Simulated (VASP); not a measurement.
# Lattice of BAs across functionals and dispersion corrections, part 3 of 3

Which functional gives the lattice of BAs as experiment finds it, and is a dearer one worth its cost? LASPH is on for some levels and off for others; the table marks which. The start is a cell from a database of measured crystal structures.

VASP 6.6.1, plane waves and PAW; the level of theory is named at each step.

So far. Step 7 (Relaxation with optB86b-vdW): It ends at 13.90 Å³/atom, +2.0 % from the start, with 0.00 GPa left. The conventional cell has a = 4.809 Å. Step 8 (Relaxation with SCAN): It ends at 13.64 Å³/atom, +0.1 % from the start, with 0.03 GPa left. The conventional cell has a = 4.778 Å.

## Step 9: Relaxation with PBE + TS

This step: PBE with TS; plane waves and PAW (B, As) (VASP 6.6.1).

The Tkatchenko-Scheffler scheme scales free-atom polarisabilities by Hirshfeld volumes.

The input, INCAR:

```
SYSTEM = BAs
PREC = Accurate
ENCUT = 520
EDIFF = 1E-06
NELM = 100
ISMEAR = -1
SIGMA = 0.05
LREAL = .FALSE.
ALGO = Normal
GGA = PE
IVDW = 20
NBANDS = 10
LORBIT = 11
LWAVE = .FALSE.
LCHARG = .FALSE.
KPAR = 2
IBRION = 2
NSW = 60
ISIF = 3
EDIFFG = -0.01
```

The input, POSCAR:

```
BAs
1.0
    0.0000000000      2.3885000000      2.3885000000
    2.3885000000      0.0000000000      2.3885000000
    2.3885000000      2.3885000000      0.0000000000
B As
1 1
Direct
    0.0000000000      0.0000000000      0.0000000000
    0.2500000000      0.2500000000      0.2500000000
```

The input, KPOINTS:

```
Automatic mesh
0
Gamma
8 8 8
0 0 0
```

PAW data sets: B and As (PBE family, release 64).

Launch:

```
$ mpirun -np 2 vasp_std
```

Numbers of over 12 decimals in the logs are rounded to 6 here.

Output:

```text
[... set-up lines as in an earlier step ...]
 entering main loop
       N       E                     dE             d eps       ncg     rms          rms(c)
[... 12 cycles as in an earlier step ...]
 augmentation electrons   8.038512
 total        electrons   8.038512
 augmentation electrons   64.632659
 total        electrons   64.632659
 augmentation electrons -0.735840
 soft         electrons   8.774352
 total        electrons   8.038512
 translations:           3           3           3
   1 F= -.11859840E+02 E0= -.11859840E+02  d E =-.118598E+02
[...]
N       E                     dE             d eps       ncg     rms          rms(c)
DAV:   1    -0.114138537151E+02   -0.12622E-01   -0.15868E-01   632   0.250E+00    0.387E-01
DAV:   2    -0.114098674886E+02    0.39862E-02   -0.70274E-03   616   0.444E-01    0.196E-01
DAV:   3    -0.114085985295E+02    0.12690E-02   -0.24649E-03   624   0.235E-01    0.599E-02
DAV:   4    -0.114084990063E+02    0.99523E-04   -0.15023E-04   666   0.706E-02    0.366E-02
[...]
soft         electrons   8.775185
 total        electrons   8.039554
 translations:           3           3           3
   2 F= -.11861116E+02 E0= -.11861116E+02  d E =-.127628E-02
 trial-energy change:   -0.001276  1 .order   -0.001204   -0.008074    0.005665
 step:   0.5952(harm=  0.5877)  dis= 0.00000  next Energy=   -11.862258 (dE=-0.242E-02)
[...]
N       E                     dE             d eps       ncg     rms          rms(c)
DAV:   1    -0.114080629590E+02    0.42993E-03   -0.26117E-02   630   0.102E+00    0.158E-01
DAV:   2    -0.114074226239E+02    0.64034E-03   -0.11089E-03   616   0.178E-01    0.804E-02
DAV:   3    -0.114072212271E+02    0.20140E-03   -0.40947E-04   620   0.956E-02    0.253E-02
DAV:   4    -0.114072082825E+02    0.12945E-04   -0.23336E-05   664   0.280E-02    0.155E-02
DAV:   5    -0.114072079236E+02    0.35890E-06   -0.19202E-06   542   0.817E-03
 augmentation electrons   8.039129
 total        electrons   8.039129
 augmentation electrons   65.156277
 total        electrons   65.156277
 augmentation electrons -0.735725
 soft         electrons   8.774854
 total        electrons   8.039129
 translations:           3           3           3
   3 F= -.11862243E+02 E0= -.11862242E+02  d E =-.240240E-02
[...]
reached required accuracy - stopping structural energy minimisation
```

It took 31 s on 2 MPI ranks of AMD EPYC 7R43, shared host; peak memory 0.27 GiB; 58 s of CPU time.

OUTCAR, selected parts (step 9):

```text
  Edisp (eV):   -0.45503

  Total      -0.00638    -0.00638    -0.00638     0.00000     0.00000     0.00000
  in kB      -0.36971    -0.36971    -0.36971     0.00000     0.00000     0.00000
  external pressure =       -0.37 kB  Pullay stress =        0.00 kB

 POSITION                                       TOTAL-FORCE (eV/Angst)
 -----------------------------------------------------------------------------------
      0.00000      0.00000      0.00000        -0.000000     -0.000000     -0.000000
      1.19998      1.19998      1.19998         0.000000      0.000000      0.000000
 -----------------------------------------------------------------------------------
    total drift:                               -0.000000     -0.000000     -0.000000

  FREE ENERGIE OF THE ION-ELECTRON SYSTEM (eV)
  ---------------------------------------------------
  free  energy   TOTEN  =       -11.8622425201 eV

  energy  without entropy=      -11.8622423856  energy(sigma->0) =      -11.86224245

[... 2 parts as in an earlier step ...]

[... 2 further parts left out ...]
[key lines of the parts left out:]
E-fermi :   6.5537
```

It ends at 13.82 Å³/atom, +1.4 % from the start, with -0.04 GPa left. The conventional cell has a = 4.800 Å. Against plain PBE, the dispersion term moves a by -0.4 %.

## Step 10: The cells as a table

This step: relaxed cells at several levels; plane waves and PAW (VASP 6.6.1).

This step runs nothing: it gathers the runs above.

Lengths are those of the conventional cell; cost is the wall time of each run, as given at its step, times its ranks, without the set-up around it; LASPH differs between rows, which moves results and costs too. Results by level, by row:

```
         level  volume (Å³/atom)  change from the start (%)  a (Å)  cost (core minutes)  LASPH
           LDA             13.38                       -1.8  4.748                 0.58    off
           PBE             13.97                        2.5  4.817                0.647    off
        r2SCAN             13.71                        0.6  4.786                 2.97     on
  PBE + D3(BJ)             13.59                       -0.3  4.772                0.567    off
r2SCAN + rVV10             13.65                        0.2   4.78                  4.4     on
   optB86b-vdW              13.9                          2  4.809                 2.93     on
          SCAN             13.64                        0.1  4.778                  2.8     on
      PBE + TS             13.82                        1.4    4.8                 1.03    off
```

## Step 11: Summary of results

| Item | Value |
| --- | --- |
| volume, LDA | 13.38 Å³/atom |
| volume, PBE | 13.97 Å³/atom |
| volume, r2SCAN | 13.71 Å³/atom |
| volume, PBE + D3(BJ) | 13.59 Å³/atom |
| volume, r2SCAN + rVV10 | 13.65 Å³/atom |
| volume, optB86b-vdW | 13.90 Å³/atom |
| volume, SCAN | 13.64 Å³/atom |
| volume, PBE + TS | 13.82 Å³/atom |

In words: For BAs the levels give volumes between 13.38 Å³/atom (LDA) and 13.97 Å³/atom (PBE), a spread of 4.4 %, while the cost of the finished runs spans a factor of 7.8. Within 1 % of experiment on every length: LDA, PBE, r2SCAN, PBE + D3(BJ), r2SCAN + rVV10, optB86b-vdW, SCAN and PBE + TS. The nearest, PBE + D3(BJ), is among the cheap ones. Thermal and zero-point expansion, often some tenths of a per cent in length, bear on this order: with the measured lengths lowered by an assumed 0.4 % the nearest becomes LDA. The costs hold the number of ionic steps as well as the price of the functional. The closing table has room for seven levels; PBE + TS stands in the table of levels alone. Adding D3(BJ) to PBE changes the volume by -2.8 % (a by -0.9 %). Adding rVV10 to r2SCAN changes the volume by -0.4 % (a by -0.1 %). Adding TS to PBE changes the volume by -1.1 % (a by -0.4 %). Within 0.02 Å all end in space group F-43m; the runs can't lower the symmetry of the start. LASPH is on for some levels and off for others, so differences between them are not the functional's alone. Each is a single relaxation on the plane waves of the start cell, so larger changes of volume carry a basis-set error that was not tested here.

Computed beside measured:

```
              quantity  measured             LDA             PBE          r2SCAN    PBE + D3(BJ)  r2SCAN + rVV10     optB86b-vdW            SCAN
lattice constant a (Å)    4.7741  4.748 (-0.5 %)  4.817 (+0.9 %)  4.786 (+0.3 %)  4.772 (-0.0 %)  4.780 (+0.1 %)  4.809 (+0.7 %)  4.778 (+0.1 %)
```

Measured values from arxiv:1906.04101 (2019).

**Verdict.** For the lattice constant a, of the levels listed nearest comes PBE + D3(BJ) (-0.0 %, good agreement) and farthest PBE (+0.9 %, fair agreement). The grades are ours: good and fair within 0.7 and 1.5 % for the lattice constant a. Zero-point motion and thermal expansion (measured at up to 100 K) are not in the computed lattice constants.

[Lines on the potential files, build, host, timing and source positions are cut from VASP's logs without a mark.]

[Logs are printed without paths, hosts, clocks, repeated set-up lines and the standing remarks that a program may print on its own settings, such as how far it seeks lower states.]

[Hosts, paths, dates, database ids (printed as entryN), source tags and the programs' standing remarks are cut or masked in the printed files.]

[A measured line is paired with the nearest computed mode of its activity, which favours agreement.]
